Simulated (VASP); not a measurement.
# LaAgSb2: structure and properties in VASP, part 3 of 7

What structure and properties does PBEsol give LaAgSb2, and how near are they to the measured ones? The start is a computed cell from the Materials Project.

VASP 6.6.1; PBEsol; plane waves and PAW (La, Ag, Sb).

Still holding for the runs below: The k-mesh is coarse for a metal.

So far. Step 3 (Second relaxation): It ends with a largest force of 0.004 eV/Å and a pressure of 0.02 GPa. The volume moved by only 0.09 %, so the cell is settled. Step 4 (Density, ELF and potential (PBEsol)): In this run the pressure is 0.03 GPa, small enough to go on.

## Step 5: Bands along the symmetry lines (PBEsol)

Levels along the symmetry lines show where the bands peak and cross; KPOINTS_OPT computes them in the converged potential.

INCAR

```
SYSTEM = LaAgSb2
PREC = Accurate
ENCUT = 400
EDIFF = 1E-06
NELM = 100
ISMEAR = 0
SIGMA = 0.05
LREAL = .FALSE.
ALGO = Normal
GGA = PS
NBANDS = 52
LORBIT = 11
LWAVE = .FALSE.
LCHARG = .FALSE.
KPAR = 4
```

POSCAR

```
LaAgSb2
1.0
    4.4081047292      0.0000000000      0.0000000000
    0.0000000000      4.4081047292      0.0000000000
    0.0000000000      0.0000000000     10.4926354002
La Ag Sb
2 2 4
Direct
    0.0000000000      0.5000000000      0.2587479619
    0.5000000000      0.0000000000      0.7412520381
    0.0000000000      0.0000000000      0.0000000000
    0.5000000000      0.5000000000      0.0000000000
    0.0000000000      0.5000000000      0.8279882607
    0.5000000000      0.0000000000      0.1720117393
    0.0000000000      0.0000000000      0.5000000000
    0.5000000000      0.5000000000      0.5000000000
```

KPOINTS

```
Automatic mesh
0
Gamma
5 5 2
0 0 0
```

KPOINTS_OPT

```
Line mode
12
Line-mode
Reciprocal
  0.00000000   0.00000000   0.00000000 GAMMA
  0.00000000   0.50000000   0.00000000 X

  0.00000000   0.50000000   0.00000000 X
  0.50000000   0.50000000   0.00000000 M

  0.50000000   0.50000000   0.00000000 M
  0.00000000   0.00000000   0.00000000 GAMMA

  0.00000000   0.00000000   0.00000000 GAMMA
  0.00000000   0.00000000   0.50000000 Z

  0.00000000   0.00000000   0.50000000 Z
  0.00000000   0.50000000   0.50000000 R

  0.00000000   0.50000000   0.50000000 R
  0.50000000   0.50000000   0.50000000 A

  0.50000000   0.50000000   0.50000000 A
  0.00000000   0.00000000   0.50000000 Z

  0.00000000   0.50000000   0.00000000 X
  0.00000000   0.50000000   0.50000000 R

  0.50000000   0.50000000   0.00000000 M
  0.50000000   0.50000000   0.50000000 A
```

Potentials, in the order of the species: La, Ag and Sb (PBE family, release 64).

Command:

```bash
> mpirun -np 4 vasp_std
```

Output:

```text
[... set-up lines as in an earlier step ...]
 entering main loop
       N       E                     dE             d eps       ncg     rms          rms(c)
DAV:   1     0.547520149552E+03    0.54752E+03   -0.18750E+04  1264   0.120E+03
DAV:   2     0.609933816357E+02   -0.48653E+03   -0.42045E+03  1416   0.268E+02
DAV:   3    -0.338169442298E+02   -0.94810E+02   -0.81567E+02  1448   0.127E+02
DAV:   4    -0.435582857776E+02   -0.97413E+01   -0.94266E+01  2192   0.409E+01
DAV:   5    -0.441404432298E+02   -0.58216E+00   -0.57980E+00  2336   0.107E+01    0.113E+01
DAV:   6    -0.418531706693E+02    0.22873E+01   -0.18008E+01  2112   0.288E+01    0.940E+00
DAV:   7    -0.417662914126E+02    0.86879E-01   -0.30564E+00  2096   0.868E+00    0.504E+00
DAV:   8    -0.417035740694E+02    0.62717E-01   -0.53115E-01  1960   0.385E+00    0.152E+00
DAV:   9    -0.416920780164E+02    0.11496E-01   -0.92929E-02  2072   0.188E+00    0.303E-01
DAV:  10    -0.416924916572E+02   -0.41364E-03   -0.10793E-02  2296   0.480E-01    0.177E-01
DAV:  11    -0.416932380207E+02   -0.74636E-03   -0.29251E-03  2304   0.210E-01    0.805E-02
DAV:  12    -0.416934174700E+02   -0.17945E-03   -0.77629E-04  2408   0.933E-02    0.467E-02
DAV:  13    -0.416934811965E+02   -0.63726E-04   -0.40904E-04  2376   0.769E-02    0.244E-02
DAV:  14    -0.416934787240E+02    0.24725E-05   -0.31734E-05  2240   0.244E-02    0.135E-02
DAV:  15    -0.416934830264E+02   -0.43024E-05   -0.44801E-05  2088   0.239E-02    0.290E-03
DAV:  16    -0.416934836949E+02   -0.66846E-06   -0.46451E-06  1528   0.818E-03
   1 F= -.41693484E+02 E0= -.41691581E+02  d E =-.380554E-02
 Start KPOINTS_OPT (optional k-point list driver)
k-point batch [1-12\108]
       N       E                     dE             ncg
DAV:   1     0.774451343042E+04    0.28062E+03     1248
DAV:   2     0.142044668284E+04   -0.63241E+04     1436
DAV:   3     0.226211459901E+03   -0.11942E+04     1504
DAV:   4     0.124027012970E+03   -0.10218E+03     2168
DAV:   5     0.116786852425E+03   -0.72402E+01     2432
DAV:   6     0.116236134184E+03   -0.55072E+00     2256
DAV:   7     0.116204201085E+03   -0.31933E-01     2376
DAV:   8     0.116200724587E+03   -0.34765E-02     2200
DAV:   9     0.116200515551E+03   -0.20904E-03     2352
DAV:  10     0.116200490624E+03   -0.24927E-04     1752
DAV:  11     0.116200489243E+03   -0.13802E-05     1464
DAV:  12     0.116200489122E+03   -0.12135E-06     1176
[...]
k-point batch [97-108\108]
       N       E                     dE             ncg
DAV:   1     0.740458374013E+04   -0.14081E+05     1248
DAV:   2     0.112113785116E+04   -0.62834E+04     1464
DAV:   3     0.154249634040E+02   -0.11057E+04     1444
DAV:   4    -0.666458928569E+02   -0.82071E+02     2116
DAV:   5    -0.721389285645E+02   -0.54930E+01     2360
DAV:   6    -0.725776618040E+02   -0.43873E+00     2256
DAV:   7    -0.725932066496E+02   -0.15545E-01     2320
DAV:   8    -0.725945651733E+02   -0.13585E-02     2224
DAV:   9    -0.725946363962E+02   -0.71223E-04     2264
DAV:  10    -0.725946432210E+02   -0.68248E-05     1624
DAV:  11    -0.725946435554E+02   -0.33436E-06     1176
```

Elapsed: 91 s, on 4 MPI ranks of Intel Xeon 6975P-C (Granite Rapids), shared host; peak memory 1.4 GiB; 6 min of CPU time.

From OUTCAR (step 5):

```text
   k-points           NKPTS =     12   k-points in BZ     NKDIM =     12   number of bands    NBANDS=     52

   NELECT =      64.0000    total number of electrons

 E-fermi :   8.3683

 k-point     1 :       0.0000    0.0000    0.0000
  band No.  band energies     occupation
    ...
     26       5.5371      2.00000
     27       7.0259      2.00000
     28       7.0259      2.00000
     29       7.1574      2.00000
     30       7.8855      2.00000
     31       8.6979      0.00000
     32       8.7633      0.00000
     33       8.7633      0.00000
     34       9.9253      0.00000
     35      10.3674      0.00000
    ...

  Total        0.0454510      0.0454510      0.0000567      0.0000000      0.0000000      0.0000000
  in kB        0.3571623      0.3571623      0.0004458      0.0000000      0.0000000      0.0000000
  external PRESSURE =       0.2382568 kB  Pullay stress =       0.0000000 kB

 POSITION                                       TOTAL-FORCE (eV/Angst)
 -----------------------------------------------------------------------------------
      0.00000      2.20405      2.71495        -0.000000      0.000000     -0.004493
      2.20405      0.00000      7.77769         0.000000      0.000000      0.004493
      0.00000      0.00000      0.00000        -0.000000     -0.000000      0.000000
      2.20405      2.20405      0.00000        -0.000000      0.000000      0.000000
      0.00000      2.20405      8.68778        -0.000000      0.000000     -0.000197
      2.20405      0.00000      1.80486         0.000000     -0.000000      0.000197
      0.00000      0.00000      5.24632        -0.000000      0.000000      0.000000
      2.20405      2.20405      5.24632        -0.000000     -0.000000      0.000000
 -----------------------------------------------------------------------------------
    total drift:                                0.000000      0.000000      0.000000

  FREE ENERGIE OF THE ION-ELECTRON SYSTEM (eV)
  ---------------------------------------------------
  free  energy   TOTEN  =       -41.6934836949 eV

  energy  without entropy=      -41.6896781532  energy(sigma->0) =      -41.69158092

[... 10 parts as in an earlier step ...]

[... 6 further parts left out ...]
```

Spin-orbit coupling is off here; with elements this heavy it splits and shifts levels by tenths of an eV or more.

Numbers from this step:

| Item | Value |
| --- | --- |
| bands | 52 |
| pressure | 0.02383 GPa |

The electronic bands at the labelled points (eV, zero at the Fermi level; # counts the bands kept, so #1 is VASP's band 11):

```
          point    #19    #20    #21    #22    #23    #24   #25   #26
              Γ  -1.21  -0.48   0.33   0.40   0.40   1.56  2.00  2.04
0.55 of the way  -1.24  -0.63  -0.61   0.00   1.10   1.24  1.41  1.53
              X  -1.34  -1.34  -0.67  -0.67  -0.30  -0.30  2.14  2.14
0.55 of the way  -1.67  -1.67  -0.91  -0.91   1.71   1.71  2.11  2.11
              M  -2.23  -2.23  -1.54  -1.54   1.98   1.98  2.29  2.29
0.55 of the way  -1.31  -0.79  -0.59  -0.09   0.21   1.33  1.84  2.06
              Γ  -1.21  -0.48   0.33   0.40   0.40   1.56  2.00  2.04
0.55 of the way  -1.13  -0.78   0.24   0.43   0.43   1.50  1.93  2.07
              Z  -1.07  -1.06   0.16   0.46   0.46   1.47  1.91  2.07
0.45 of the way  -1.27  -0.67  -0.45  -0.28   1.12   1.39  1.42  1.50
              R  -0.60  -0.60  -0.49  -0.49   0.27   0.27  1.55  1.55
0.55 of the way  -1.50  -1.50  -0.83  -0.83   1.41   1.41  2.17  2.17
              A  -1.89  -1.89  -1.57  -1.57   1.82   1.82  2.09  2.09
0.45 of the way  -1.51  -1.26  -1.17  -0.60   1.14   1.64  1.84  2.04
              Z  -1.07  -1.06   0.16   0.46   0.46   1.47  1.91  2.07
      jump to X  -1.34  -1.34  -0.67  -0.67  -0.30  -0.30  2.14  2.14
0.45 of the way  -0.79  -0.79  -0.59  -0.59  -0.16  -0.16  1.95  1.95
              R  -0.60  -0.60  -0.49  -0.49   0.27   0.27  1.55  1.55
      jump to M  -2.23  -2.23  -1.54  -1.54   1.98   1.98  2.29  2.29
0.45 of the way  -2.09  -2.09  -1.55  -1.55   2.02   2.02  2.12  2.12
              A  -1.89  -1.89  -1.57  -1.57   1.82   1.82  2.09  2.09
```

The largest weight of each band there:

```
point      #19      #20      #21      #22      #23      #24      #25      #26
    Γ  La 0.59  Sb 0.49  La 0.54  Sb 0.47  Sb 0.47  La 0.80  La 0.80  La 0.87
    X  Sb 0.50  Sb 0.50  Sb 0.63  Sb 0.63  Sb 0.74  Sb 0.74  La 0.88  La 0.88
    M  Ag 0.81  Ag 0.81  Sb 0.70  Sb 0.70  La 0.87  La 0.87  La 0.96  La 0.96
    Γ  La 0.59  Sb 0.49  La 0.54  Sb 0.47  Sb 0.47  La 0.80  La 0.80  La 0.87
    Z  Sb 0.48  La 0.49  La 0.75  Sb 0.48  Sb 0.48  La 0.63  La 0.84  La 0.91
    R  Sb 0.58  Sb 0.58  Sb 0.63  Sb 0.63  Sb 0.63  Sb 0.63  La 0.53  La 0.53
```

There is no gap at this level.

## Step 6: Density of states (PBEsol)

A density of states needs more k-points than a total energy; ISMEAR = -5 takes tetrahedra, and LORBIT projects the states on the PAW spheres. The mesh is finer than in the run before.

Changes to INCAR since step 5:

```diff
@@ -5,3 +5,3 @@
 NELM = 100
-ISMEAR = 0
+ISMEAR = -5
 SIGMA = 0.05
@@ -15 +15,2 @@
 KPAR = 4
+NEDOS = 2001
```

POSCAR is that of step 5.

KPOINTS

```
Automatic mesh
0
Gamma
7 7 3
0 0 0
```

Command:

```bash
> mpirun -np 4 vasp_std
```

Output:

```text
[... set-up lines as in an earlier step ...]
 entering main loop
       N       E                     dE             d eps       ncg     rms          rms(c)
DAV:   1     0.555241465618E+03    0.55524E+03   -0.18674E+04  2080   0.121E+03
DAV:   2     0.636217525000E+02   -0.49162E+03   -0.42401E+03  2380   0.273E+02
DAV:   3    -0.336163295544E+02   -0.97238E+02   -0.83216E+02  2404   0.129E+02
DAV:   4    -0.435799000301E+02   -0.99636E+01   -0.96311E+01  3680   0.413E+01
DAV:   5    -0.441889644846E+02   -0.60906E+00   -0.60705E+00  3944   0.105E+01    0.113E+01
DAV:   6    -0.419031460642E+02    0.22858E+01   -0.17520E+01  3504   0.290E+01    0.944E+00
DAV:   7    -0.418301976985E+02    0.72948E-01   -0.30632E+00  3512   0.877E+00    0.502E+00
DAV:   8    -0.417723646519E+02    0.57833E-01   -0.52770E-01  3240   0.388E+00    0.157E+00
DAV:   9    -0.417598234453E+02    0.12541E-01   -0.96314E-02  3440   0.193E+00    0.310E-01
DAV:  10    -0.417604561610E+02   -0.63272E-03   -0.13004E-02  3736   0.530E-01    0.159E-01
DAV:  11    -0.417610012796E+02   -0.54512E-03   -0.23771E-03  4024   0.176E-01    0.827E-02
DAV:  12    -0.417611416537E+02   -0.14037E-03   -0.79200E-04  3928   0.112E-01    0.399E-02
DAV:  13    -0.417612300446E+02   -0.88391E-04   -0.34066E-04  4144   0.666E-02    0.192E-02
DAV:  14    -0.417612604622E+02   -0.30418E-04   -0.47238E-05  3968   0.258E-02    0.630E-03
DAV:  15    -0.417612527351E+02    0.77271E-05   -0.74770E-06  3360   0.993E-03    0.256E-03
DAV:  16    -0.417612532721E+02   -0.53705E-06   -0.44890E-07  1376   0.450E-03
   1 F= -.41761253E+02 E0= -.41761253E+02  d E =0.000000E+00
 -----------------------------------------------------------------------------
|                                                                             |
|           W    W    AA    RRRRR   N    N  II  N    N   GGGG   !!!           |
|           W    W   A  A   R    R  NN   N  II  NN   N  G    G  !!!           |
|           W    W  A    A  R    R  N N  N  II  N N  N  G       !!!           |
|           W WW W  AAAAAA  RRRRR   N  N N  II  N  N N  G  GGG   !            |
|           WW  WW  A    A  R   R   N   NN  II  N   NN  G    G                |
|           W    W  A    A  R    R  N    N  II  N    N   GGGG   !!!           |
|                                                                             |
|     Tetrahedron method does not include variations of the Fermi             |
|     occupations, so forces and stress will be inaccurate. We suggest        |
|     using a different smearing scheme ISMEAR = 1 or 2 for metals in         |
|     relaxations.                                                            |
|                                                                             |
 -----------------------------------------------------------------------------
```

It took 26 s on 4 MPI ranks; peak memory 1.3 GiB; 100 s of CPU time.

Parts of OUTCAR (step 6):

```text
   k-points           NKPTS =     20   k-points in BZ     NKDIM =     20   number of bands    NBANDS=     52

   NELECT =      64.0000    total number of electrons

 E-fermi :   8.4267

 k-point     1 :       0.0000    0.0000    0.0000
  band No.  band energies     occupation
    ...
     26       5.5138      2.00000
     27       7.0567      2.00000
     28       7.0567      2.00000
     29       7.1483      2.00000
     30       7.8842      2.00000
     31       8.7170      0.35446
     32       8.7877     -0.37408
     33       8.7877      0.00000
     34       9.9271      0.00000
     35      10.3712      0.00000
    ...

  Total       -0.7989339     -0.7989339      0.6663207      0.0000000      0.0000000     -0.0000000
  in kB       -6.2781698     -6.2781698      5.2360708      0.0000000      0.0000000     -0.0000000
  external PRESSURE =      -2.4400896 kB  Pullay stress =       0.0000000 kB

 POSITION                                       TOTAL-FORCE (eV/Angst)
 -----------------------------------------------------------------------------------
      0.00000      2.20405      2.71495        -0.000000     -0.000000     -0.107726
      2.20405      0.00000      7.77769        -0.000000     -0.000000      0.107726
      0.00000      0.00000      0.00000        -0.000000      0.000000      0.000000
      2.20405      2.20405      0.00000         0.000000     -0.000000      0.000000
      0.00000      2.20405      8.68778         0.000000     -0.000000     -0.004092
      2.20405      0.00000      1.80486         0.000000      0.000000      0.004092
      0.00000      0.00000      5.24632        -0.000000     -0.000000      0.000000
      2.20405      2.20405      5.24632        -0.000000      0.000000      0.000000
 -----------------------------------------------------------------------------------
    total drift:                                0.000000      0.000000      0.000000

  FREE ENERGIE OF THE ION-ELECTRON SYSTEM (eV)
  ---------------------------------------------------
  free  energy   TOTEN  =       -41.7612532721 eV

  energy  without entropy=      -41.7612532721  energy(sigma->0) =      -41.76125327

[... 7 parts as in an earlier step ...]

[... 9 further parts left out ...]
```

On this mesh force components of up to 0.11 eV/Å appear, so the relaxed positions are not converged with the sampling. With tetrahedra the forces and stress of a metal are not exact derivatives of the energy.

Numbers from this step:

```
irreducible k-points   : 20
free energy (TOTEN)    : -41.76 eV
Fermi energy           : 8.427 eV
pressure               : -0.2440 GPa
DOS at the Fermi level : 1.822 states/eV/cell
```

The density of states has structure finer than the step of the table below, so its rows give means over 0.5 eV, whole bins alone (the curve runs from -12.0 to 1.88 eV). Peaks (eV: height): total -5.01: 19.4, -4.89: 16.3, -4.71: 24.9, -4.42: 19.4; Ag d -5.01: 14.5, -4.89: 12.4, -4.71: 20.0, -4.42: 16.3; Sb p -2.20: 1.69, -1.84: 1.70, -1.42: 2.09, -0.88: 1.68; Sb s -9.21: 5.69, -9.09: 7.56, -8.61: 3.05.

States under -12.0 eV and over 1.9 eV are left out. The density of states by energy, zero at the Fermi level; means over each step; values in states/eV/cell:

```
energy (eV)    total     Ag d     Sb p     La f     Sb s
      -11.5        0        0        0        0        0
      -11.0    0.469   2.3e-4  0.00204        0    0.227
      -10.5    0.891   6.5e-4  0.00963        0    0.434
      -10.0     1.37  0.00404   0.0206   4.8e-4    0.661
       -9.5     4.47    0.144   0.0404  0.00362     2.17
       -9.0     5.22    0.286   0.0360  0.00664     2.65
       -8.5     1.68   6.9e-4   0.0351  0.00225    0.927
       -8.0    0.766   3.4e-4   0.0234  0.00140    0.424
       -7.5    0.505        0   0.0167  0.00120    0.290
       -7.0    0.383        0   0.0118  0.00117    0.227
       -6.5    0.235   1.0e-4  0.00481   7.3e-4    0.148
       -6.0  0.00980        0   1.5e-4   2.6e-5  0.00632
       -5.5     7.45     5.12    0.329  0.00560   0.0374
       -5.0     14.0     10.6    0.491  0.00983   0.0641
       -4.5     16.0     12.9    0.512   0.0130    0.139
       -4.0     5.80     3.32    0.540   0.0106   0.0891
       -3.5     3.92     1.09    0.608   0.0172    0.144
       -3.0     4.12    0.561    0.898   0.0193    0.107
       -2.5     4.00    0.479    0.869   0.0197   0.0868
       -2.0     6.63    0.697     1.45   0.0402   0.0887
       -1.5     7.08    0.455     1.68   0.0772   0.0539
       -1.0     5.42    0.460     1.23    0.109   0.0512
       -0.5     4.44    0.342     1.07    0.174   0.0894
        0.0     1.84    0.110    0.464    0.125   0.0327
        0.5     1.77   0.0587    0.388    0.171   0.0573
        1.0     1.83   0.0517    0.294    0.248   0.0526
        1.5     5.95    0.157    0.385     1.50    0.122
```

Force by atom:

```
atom  x (eV/Å)  y (eV/Å)  z (eV/Å)   size
 La1     0.000     0.000    -0.108  0.108
 La2     0.000     0.000     0.108  0.108
 Ag3     0.000     0.000     0.000  0.000
 Ag4     0.000     0.000     0.000  0.000
 Sb5     0.000     0.000    -0.004  0.004
 Sb6     0.000     0.000     0.004  0.004
 Sb7     0.000     0.000     0.000  0.000
 Sb8     0.000     0.000     0.000  0.000
```

The finer mesh and the other smearing move the Fermi level by +0.06 eV from the 5×5×2 run, one measure of the sampling error in the zero of the bands above. Of the states within 0.3 eV of the Fermi level, the largest shares in the PAW spheres are Sb p 25 %, La f 7 % and Ag d 6 %. The rest lies in smaller channels or between the spheres.

(Continued in part 4 of 7.)

[Lines on the potential files, build, host, timing and source positions are cut from VASP's logs without a mark.]

[Logs are printed without paths, hosts, clocks, repeated set-up lines and the standing remarks that a program may print on its own settings, such as how far it seeks lower states.]

[Hosts, paths, dates, database ids (printed as entryN), source tags and the programs' standing remarks are cut or masked in the printed files.]

[Measured values are set beside computed ones only where the two were judged alike; some that the calculation misses by far are left out.]
